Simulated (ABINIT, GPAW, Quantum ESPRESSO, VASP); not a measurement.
## Mg2PbN2: 4 runs at one level of theory

```
Pb Mg N
1.0
     3.62686    0.00000    0.00000
    -1.81343    3.14096    0.00000
     0.00000    0.00000    6.56589
Pb Mg N
1 2 2
Direct
  0.00000 0.00000 0.50000
  0.33333 0.66667 0.86122
  0.66667 0.33333 0.13878
  0.33333 0.66667 0.20255
  0.66667 0.33333 0.79746
```

The cell comes from a database or a generator and needn't be the stable form of this composition.

Alike in all runs: task single point; functional PBE; k mesh 9 × 9 × 4; occupations fermi-dirac, width 0.05 eV; no spin polarisation; no spin-orbit coupling. Pressure is positive in compression and, in plane waves, holds the error of the finite cutoff.

| program and potentials | plane-wave cutoff (eV) | notes | pressure (GPa) |
| --- | --- | --- | --- |
| VASP, PBE PAW files Mg, N, Pb_d, 520 eV | 520 | 5.6 valence electrons an atom on average | -0.42 |
| Quantum ESPRESSO, SSSP 1.3 efficiency PBE | 816 | 5.6 valence electrons an atom on average | -0.42 |
| GPAW, GPAW PAW data sets (gpaw-data 1.2.1) | 800 | 8.8 valence electrons an atom on average | -0.62 |
| ABINIT, JTH PAW PBE v2.0 | 707 | 8.8 valence electrons an atom on average | -0.29 |

The pressure spans -0.62 (GPAW, GPAW PAW data sets (gpaw-data 1.2.1)) to -0.29 GPa (ABINIT, JTH PAW PBE v2.0).

Differences between rows come from potentials, basis sets and numerical settings, since the functional is the same but for its coding. Runs on potential files found faulty are left out.
